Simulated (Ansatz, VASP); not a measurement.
# Cross-check of K4Na4Si11B8O38 between VASP and Ansatz, part 2 of 3

Wanted: the spread between two codes on one cell, functional and k mesh. Of the first pair: The structure shown is frame 217 of Ansatz's trajectory.

VASP 6.6.1 and Ansatz 0.2.0.

So far. Step 3 (VASP: single point, PBE, pair 1): The run ends at a pressure of -0.98 GPa, with forces up to 3.8 eV/Å.

### Step 4. Differences

Known differences besides the potentials themselves: fixed occupations in Ansatz, narrow Gaussian smearing in VASP; the data sets hold 368 valence electrons in Ansatz (on its default PAW (the set named soft_2) files) and 360 in VASP; the cutoff is 420 eV in Ansatz and 520 eV in VASP (PREC = Accurate, projectors in real space). Total energies have different zeros and are not compared.

Forces on 9 of the 65 atoms, those with the largest forces and the largest differences (eV/Å; atoms numbered as in POSCAR):

```tsv
atom	Ansatz x, y, z	VASP x, y, z
Si4	-2.298, -2.551, -0.599	-2.328, -2.579, -0.643
Si7	2.269, -0.577, -0.460	2.368, -0.564, -0.513
Si10	-2.248, 1.946, 2.363	-2.263, 1.980, 2.360
B15	1.491, 0.575, 2.567	1.536, 0.593, 2.595
B19	1.478, -0.666, -2.938	1.505, -0.654, -2.953
O34	-2.296, 0.032, 2.521	-2.331, 0.037, 2.555
O35	0.538, -0.839, -0.275	0.512, -0.728, -0.260
O37	0.023, 2.606, -0.683	0.033, 2.651, -0.674
O56	0.087, -0.031, 1.032	0.035, -0.044, 1.141
```

The forces differ by 27 meV/Å r.m.s., which is 2.7 % of the r.m.s. force of 0.987 eV/Å (both taken over all components).

### Step 5. Ansatz: dynamics, PBE

One frame of this run of dynamics is then solved in both programs, so the motion causes no difference.

The structure compared here is frame 435 of Ansatz's trajectory.

input.yaml reads:

```yaml
crystal:
  lattice:
    - [9.63941, 0.0, 0.0]
    - [0.0, 9.63941, 0.0]
    - [0.0, 0.0, 9.63941]
  atoms:
    - { symbol: Si, position: [0.48968, 0.05732, 0.20864] }
    - { symbol: Si, position: [0.17665, 0.14212, 0.30252] }
    - { symbol: Si, position: [0.88798, 0.84003, 0.54668] }
    - { symbol: Si, position: [0.71051, 0.09247, 0.61127] }
    - { symbol: Si, position: [0.15868, 0.99773, 0.60312] }
    - { symbol: Si, position: [0.49841, 0.37141, 0.85606] }
    - { symbol: Si, position: [0.72884, 0.72256, 0.06524] }
    - { symbol: Si, position: [0.80943, 0.03127, 0.93548] }
    - { symbol: Si, position: [0.21938, 0.25501, 0.80094] }
    - { symbol: Si, position: [0.66282, 0.67621, 0.59936] }
    - { symbol: Si, position: [0.12848, 0.06034, 0.01221] }
    - { symbol: B, position: [0.84034, 0.459, 0.05067] }
    - { symbol: B, position: [0.38959, 0.9143, 0.94713] }
    - { symbol: B, position: [0.74312, 0.38942, 0.6446] }
    - { symbol: B, position: [0.64645, 0.25697, 0.09934] }
    - { symbol: B, position: [0.50775, 0.65739, 0.87021] }
    - { symbol: B, position: [0.55729, 0.79271, 0.32571] }
    - { symbol: B, position: [0.43614, 0.97966, 0.67029] }
    - { symbol: B, position: [0.97336, 0.39208, 0.80959] }
    - { symbol: Na, position: [0.73621, 0.5303, 0.32096] }
    - { symbol: Na, position: [0.9524, 0.383, 0.45507] }
    - { symbol: Na, position: [0.44342, 0.55478, 0.13914] }
    - { symbol: Na, position: [0.8079, 0.00222, 0.25982] }
    - { symbol: K, position: [0.06257, 0.69299, 0.86604] }
    - { symbol: K, position: [0.23513, 0.62662, 0.52444] }
    - { symbol: K, position: [0.1477, 0.69348, 0.1771] }
    - { symbol: K, position: [0.43877, 0.39259, 0.42072] }
    - { symbol: O, position: [0.73602, 0.3809, 0.11588] }
    - { symbol: O, position: [0.52806, 0.29298, 0.00386] }
    - { symbol: O, position: [0.92357, 0.73674, 0.42034] }
    - { symbol: O, position: [0.81227, 0.98702, 0.52112] }
    - { symbol: O, position: [0.34162, 0.10334, 0.26917] }
    - { symbol: O, position: [0.80135, 0.74843, 0.66503] }
    - { symbol: O, position: [0.63537, 0.38075, 0.75742] }
    - { symbol: O, position: [0.1577, 0.30476, 0.32841] }
    - { symbol: O, position: [0.42558, 0.7189, 0.30982] }
    - { symbol: O, position: [0.74203, 0.25108, 0.56589] }
    - { symbol: O, position: [0.64216, 0.65092, 0.93984] }
    - { symbol: O, position: [0.77528, 0.87914, 0.0027] }
    - { symbol: O, position: [0.12541, 0.0628, 0.44206] }
    - { symbol: O, position: [0.98311, 0.04077, 0.92856] }
    - { symbol: O, position: [0.93378, 0.4046, 0.94742] }
    - { symbol: O, position: [0.08509, 0.06948, 0.17579] }
    - { symbol: O, position: [0.87726, 0.40255, 0.702] }
    - { symbol: O, position: [0.70563, 0.51675, 0.559] }
    - { symbol: O, position: [0.31819, 0.93847, 0.60135] }
    - { symbol: O, position: [0.20784, 0.20438, 0.96816] }
    - { symbol: O, position: [0.23333, 0.93156, 0.97434] }
    - { symbol: O, position: [0.43347, 0.52762, 0.87871] }
    - { symbol: O, position: [0.03274, 0.89152, 0.62188] }
    - { symbol: O, position: [0.5493, 0.93807, 0.31254] }
    - { symbol: O, position: [0.85294, 0.59746, 0.08339] }
    - { symbol: O, position: [0.76256, 0.06027, 0.77466] }
    - { symbol: O, position: [0.37738, 0.29349, 0.76789] }
    - { symbol: O, position: [0.53648, 0.68982, 0.71964] }
    - { symbol: O, position: [0.65793, 0.73621, 0.21378] }
    - { symbol: O, position: [0.42161, 0.98112, 0.81269] }
    - { symbol: O, position: [0.15617, 0.12994, 0.70574] }
    - { symbol: O, position: [0.1125, 0.38582, 0.77153] }
    - { symbol: O, position: [0.46023, 0.98673, 0.06101] }
    - { symbol: O, position: [0.74021, 0.14896, 0.03644] }
    - { symbol: O, position: [0.55216, 0.04308, 0.60734] }
    - { symbol: O, position: [0.43042, 0.76825, 0.94091] }
    - { symbol: O, position: [0.58701, 0.1937, 0.2213] }
    - { symbol: O, position: [0.62005, 0.7595, 0.46123] }
kpoints:
  mp_grid: { grid: [1, 1, 1] }
hamiltonian:
  xc: pbe
scf:
  occupations: { method: fixed }
output:
  forces: true
  stress: true
md:
  timestep: 1.0
  n_steps: 652
  ensemble: nve
  temperature: 300
  initial_velocities: maxwell_boltzmann
  seed: 8467
```

Launch:

```bash
ansatz run input.yaml --threads 4 --pin off --max-ram 8192MiB --backend cpu --events-out ev --progress --plain --runs-dir out
```

Numbers of over 12 decimals in the logs are rounded to 6 here.

The log of the run:

```text
[...]
Crystal: 65 atoms, lattice volume = 895.677 Å³
Basis set: ecut = 420 eV, 17461 PW (Γ), exchange–correlation on 144×144×144 points (8 copies of the dense FFT grid, shifted against one another)
Bands: 249, of which v1, the nominal top of the filled ones, is band 184 counted from 1 (183 counted from 0)
Symmetry: 1 space group operations
k-points: 1
[...]
atom  65  O      0.35651237    -0.07971833     0.53816248
  max |Σ_I F_I| component: 9.60e-5 eV/Å
--- Stress (GPa, compression-positive) ---
        1.586608       0.085289       0.240378
        0.085293      -2.508383       1.648727
        0.240379       1.648732       3.011862
  P = ⅓ Tr σ = 0.6967 GPa (6.967 kbar)
--- MD trajectory: 652 steps, t = 0.0 → 652.0 fs ---
[...]
conserved energy: peak-to-peak 1.184e-2 eV (1.822e-4 eV/atom) over 652.0 fs
[key lines of the parts left out:]
SCF converged after 8 iterations
Free energy (F): -41961.207782 eV
Fermi energy:    2.973867 eV
```

### Step 6. VASP: single point, PBE, pair 2

The same cell, functional and mesh now go to VASP, with its own data sets.

INCAR reads:

```
SYSTEM = K4Na4Si11B8O38
PREC = Accurate
ENCUT = 520
EDIFF = 1E-06
NELM = 120
ISMEAR = 0
SIGMA = 0.01
LREAL = Auto
ALGO = Normal
GGA = PE
NBANDS = 232
LORBIT = 11
LWAVE = .FALSE.
LCHARG = .FALSE.
ISIF = 2
LASPH = .TRUE.
GGA_COMPAT = .FALSE.
EFERMI = MIDGAP
NCORE = 2
```

POSCAR reads:

```
K4Na4Si11B8O38
1.0
    9.6394100000      0.0000000000      0.0000000000
    0.0000000000      9.6394100000      0.0000000000
    0.0000000000      0.0000000000      9.6394100000
Si B Na K O
11 8 4 4 38
Direct
    0.4756722662      0.0324189966      0.2001367304
    0.1800006432      0.1505590072      0.3112016192
    0.8740991409      0.8617228648      0.5548679847
    0.6881956468      0.0954104037      0.6200483225
    0.1580802145      0.0049577723      0.5941961178
    0.5075103144      0.3736950705      0.8622726910
    0.7466535815      0.7213719512      0.0199804760
    0.8233076506      0.0202813243      0.9118919104
    0.2291841513      0.2622255926      0.7962209305
    0.6369580711      0.6801246134      0.6121225262
    0.1257234623      0.0698694215      0.0129572246
    0.8273120450      0.4390932640      0.0136626619
    0.3637463289      0.8946813135      0.9651109352
    0.7158425671      0.3969745036      0.6396242094
    0.6516373927      0.2197852358      0.0702532624
    0.4817203543      0.6541686680      0.8802405956
    0.4779234414      0.7826620094      0.3827516414
    0.4240093533      0.9778918004      0.7001050894
    0.9549028416      0.3836230641      0.7857223627
    0.8232972765      0.6298933233      0.2989602061
    0.9673932326      0.2611051921      0.5325844632
    0.5089315632      0.6461183828      0.1455172049
    0.7919053137      0.9913065219      0.2677964730
    0.1005559469      0.7090164232      0.8788712172
    0.3152060136      0.5465894697      0.5652213154
    0.1374357974      0.8009100142      0.2658253980
    0.4580674543      0.3716824992      0.3281632382
    0.7257601866      0.3641820402      0.0951199295
    0.5281754796      0.2626613040      0.9951656792
    0.9316856530      0.7948826744      0.4157308383
    0.7915525950      0.0093045114      0.5059542026
    0.3326552144      0.1052761528      0.2497870720
    0.7871436115      0.7544030184      0.6622085792
    0.6475396316      0.3935718057      0.7702027406
    0.1587026592      0.3037219083      0.3805938330
    0.3741204078      0.6963911692      0.3540050688
    0.6974182030      0.2598395545      0.5663002196
    0.6258993030      0.6633912242      0.9167988497
    0.8237122396      0.8468049393      0.9260535655
    0.1239494948      0.0448678913      0.4354934586
    0.9792611788      0.0600244206      0.9348601211
    0.9095473686      0.3827827637      0.9152634860
    0.0811252971      0.1043009894      0.1774382457
    0.8712462692      0.4138323819      0.6634845909
    0.6664204552      0.5216605581      0.5606774688
    0.3024562707      0.9163216421      0.6177660251
    0.2072014781      0.1971178734      0.9485435312
    0.2059047182      0.9238221011      0.9934114225
    0.4241234681      0.5141600990      0.9039246178
    0.0020436935      0.9251292351      0.6528615341
    0.5081016369      0.9033851657      0.3130689534
    0.8620755835      0.5825252790      0.0333319155
    0.7757632469      0.0691639841      0.7613121550
    0.3836023159      0.3114713452      0.7603473657
    0.5062654250      0.6783921423      0.7200855654
    0.6912871223      0.7627437779      0.1725209323
    0.4297254707      0.9665736803      0.8370325570
    0.1730915066      0.1395002391      0.6981028922
    0.1095710215      0.3844426163      0.7619449738
    0.4565217166      0.9464479673      0.0598169390
    0.7403565156      0.1108677813      0.0277921574
    0.5314744367      0.0326368523      0.6112303554
    0.3657277779      0.7483860527      0.9462404857
    0.6022464030      0.1537127272      0.2062470628
    0.5897352639      0.7672772504      0.4827058918
```

KPOINTS reads:

```
Automatic mesh
0
Gamma
1 1 1
0 0 0
```

The projector-augmented-wave data sets are Si, B, Na_pv, K_sv and O (PBE family, release 64).

Launch:

```bash
mpirun -np 8 vasp_gam
```

The log of the run:

```text
[... set-up lines as in an earlier step ...]
 entering main loop
       N       E                     dE             d eps       ncg     rms          rms(c)
DAV:   1     0.414449376776E+04    0.41445E+04   -0.20365E+05   464   0.162E+03
DAV:   2    -0.188239115103E+02   -0.41633E+04   -0.39557E+04   552   0.436E+02
DAV:   3    -0.502151433584E+03   -0.48333E+03   -0.47618E+03   544   0.169E+02
DAV:   4    -0.525308005313E+03   -0.23157E+02   -0.22985E+02   584   0.387E+01
[...]
DAV:  17    -0.466323739245E+03   -0.16007E-05   -0.40662E-05   576   0.190E-02    0.107E-02
DAV:  18    -0.466323739704E+03   -0.45845E-06   -0.14355E-05   512   0.104E-02    0.468E-03
DAV:  19    -0.466323740175E+03   -0.47178E-06   -0.23014E-06   400   0.475E-03
   1 F= -.46632374E+03 E0= -.46632374E+03  d E =0.000000E+00
```

OUTCAR, selected parts (step 6):

```text
  Total      -15.2648784    -11.8440050     13.0132057     -4.1368055     11.0969919      8.1199224
  in kB      -27.3056535    -21.1864311     23.2778850     -7.3998740     19.8501820     14.5248315
  external PRESSURE =      -8.4047332 kB  Pullay stress =       0.0000000 kB

 POSITION                                       TOTAL-FORCE (eV/Angst)
 -----------------------------------------------------------------------------------
      4.58520      0.31250      1.92920         1.224142     -1.481497      1.092178
      1.73510      1.45130      2.99980        -0.422533      1.835120      0.284875
      8.42580      8.30650      5.34860         0.314483     -0.070939      0.147599
      6.63380      0.91970      5.97690         0.622708      0.495535     -1.307753
      1.52380      0.04779      5.72770        -1.219774     -1.366567      2.394576
      4.89210      3.60220      8.31180         1.036014     -1.035169      0.421174
      7.19730      6.95360      0.19260        -0.337997      0.373871     -0.694581
      7.93620      0.19550      8.79010        -1.502182     -0.638473      0.927901
      2.20920      2.52770      7.67510        -1.692376      0.030712     -0.116058
      6.13990      6.55600      5.90050         0.287213     -0.572281      2.223435
      1.21190      0.67350      0.12490        -0.998147     -0.428038      1.009105
      7.97480      4.23260      0.13170        -1.882954     -0.334333      1.535879
      3.50630      8.62420      9.30310         0.008914     -0.077441     -2.072429
      6.90030      3.82660      6.16560        -0.029252      0.282894      0.403224
[...]
-----------------------------------------------------------------------------------
    total drift:                               -0.007769     -0.005632     -0.000729

  FREE ENERGIE OF THE ION-ELECTRON SYSTEM (eV)
  ---------------------------------------------------
  free  energy   TOTEN  =      -466.3237401754 eV

  energy  without entropy=     -466.3237401754  energy(sigma->0) =     -466.32374018

[... 2 parts as in an earlier step ...]

[... 1 further part left out ...]
[key lines of the parts left out:]
E-fermi :   2.7728
```

The run ends at a pressure of -0.84 GPa, with forces up to 3.3 eV/Å.

### Step 7. Differences

What differs besides the data sets and the points named for the pairs above, as far as they apply: the data sets hold 368 valence electrons in Ansatz (on its default PAW (the set named soft_2) files) and 360 in VASP. Total energies have different zeros and are not compared.

Forces on 10 of the 65 atoms, those with the largest forces and the largest differences (eV/Å; atoms numbered as in POSCAR):

```tsv
atom	Ansatz x, y, z	VASP x, y, z
Si5	-1.165, -1.361, 2.376	-1.220, -1.367, 2.395
Si7	-0.409, 0.391, -0.626	-0.338, 0.374, -0.695
B19	0.546, 1.624, -2.828	0.570, 1.613, -2.806
O28	2.142, 1.262, -0.852	2.116, 1.250, -0.838
O35	0.778, -1.087, -1.065	0.768, -1.003, -1.025
O44	1.871, -0.720, 2.192	1.854, -0.705, 2.181
O50	2.994, 0.430, -0.634	3.018, 0.438, -0.623
O56	1.759, -0.170, -1.159	1.745, -0.119, -1.076
O63	1.626, -1.959, -0.656	1.637, -1.996, -0.661
O65	-1.431, 0.080, -2.154	-1.441, 0.087, -2.173
```

The forces differ by 23 meV/Å r.m.s., which is 2.3 % of the r.m.s. force of 1.008 eV/Å (both taken over all components).

### Step 8. Ansatz: dynamics, PBE

One frame of this run of dynamics is then solved in both programs, so the motion causes no difference.

The structure compared here is frame 652 of Ansatz's trajectory.

input.yaml is that of step 5.

Launch:

```bash
ansatz run input.yaml --threads 4 --pin off --max-ram 8192MiB --backend cpu --events-out ev --progress --plain --runs-dir out
```

The log of the run:

```text
[...]
Crystal: 65 atoms, lattice volume = 895.677 Å³
Basis set: ecut = 420 eV, 17461 PW (Γ), exchange–correlation on 144×144×144 points (8 copies of the dense FFT grid, shifted against one another)
Bands: 249, of which v1, the nominal top of the filled ones, is band 184 counted from 1 (183 counted from 0)
Symmetry: 1 space group operations
k-points: 1
[...]
atom  65  O      0.35651237    -0.07971833     0.53816248
  max |Σ_I F_I| component: 9.60e-5 eV/Å
--- Stress (GPa, compression-positive) ---
        1.586608       0.085289       0.240378
        0.085293      -2.508383       1.648727
        0.240379       1.648732       3.011862
  P = ⅓ Tr σ = 0.6967 GPa (6.967 kbar)
--- MD trajectory: 652 steps, t = 0.0 → 652.0 fs ---
[...]
conserved energy: peak-to-peak 1.184e-2 eV (1.822e-4 eV/atom) over 652.0 fs
[key lines of the parts left out:]
SCF converged after 8 iterations
Free energy (F): -41961.207782 eV
Fermi energy:    2.973867 eV
```

[end of part 2 of 3]

[Lines on the potential files, build, host, timing and source positions are cut from VASP's logs without a mark.]

[Logs are printed without paths, hosts, clocks, repeated set-up lines and the standing remarks that a program may print on its own settings, such as how far it seeks lower states.]

[Hosts, paths, dates, database ids (printed as entryN), source tags and the programs' standing remarks are cut or masked in the printed files.]
